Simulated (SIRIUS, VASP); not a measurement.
Si3S: energy against volume and a worked fit

```yaml
crystal:
  lattice:
    - [-2.52548, 2.52548, 2.52548]
    - [2.52548, -2.52548, 2.52548]
    - [2.52548, 2.52548, -2.52548]
  atoms:
    - { symbol: Si, position: [0.00000, 0.50000, 0.50000] }
    - { symbol: Si, position: [0.50000, 0.00000, 0.50000] }
    - { symbol: Si, position: [0.50000, 0.50000, 0.00000] }
    - { symbol: S, position: [0.00000, 0.00000, 0.00000] }
```

The cell comes from a database or a generator and needn't be the stable form of this composition.

The cell was scaled at fixed shape and fractions and run with SIRIUS, PseudoDojo 0.4.1 PBE standard (scalar relativistic), cutoff 725 eV; PBE, k mesh 8 × 8 × 8 on the cell of 4 atoms, fermi-dirac occupations of 0.05 eV, no spin polarisation, no spin-orbit coupling. Energies are those that the program minimises, any entropy of the smearing included. For a metal such a mesh isn't converged to the digits shown.

```tsv
V (Å³/atom)	energy over the lowest row (meV/atom)
15.1412	20.809
15.4633	?
15.7855	2.309
16.1076	0.000
16.4298	1.694
16.7519	6.978
17.0741	15.474
```

Q: Fit the third-order Birch-Murnaghan form, give V0, B0 and B′, and predict the energy left open.

A: With y = (V0/V)^(2/3), E = E0 + (9 V0 B0/16) [(y - 1)³ B′ + (y - 1)² (6 - 4y)]. Least squares through the rows shown give V0 = 16.1265 Å³/atom, E0 = -0.005 meV, B0 = 98.81 GPa (1 eV/Å³ = 160.218 GPa) and B′ = 4.44, with a largest miss of 0.003 meV. At V = 15.4633 the form with these constants gives 9.071 meV; the run gave 9.077 meV an atom. Other set-ups at this level, from all their volumes (Å³/atom, GPa): VASP, PBE PAW files S, Si, 520 eV: V0 16.120, B0 98.98.
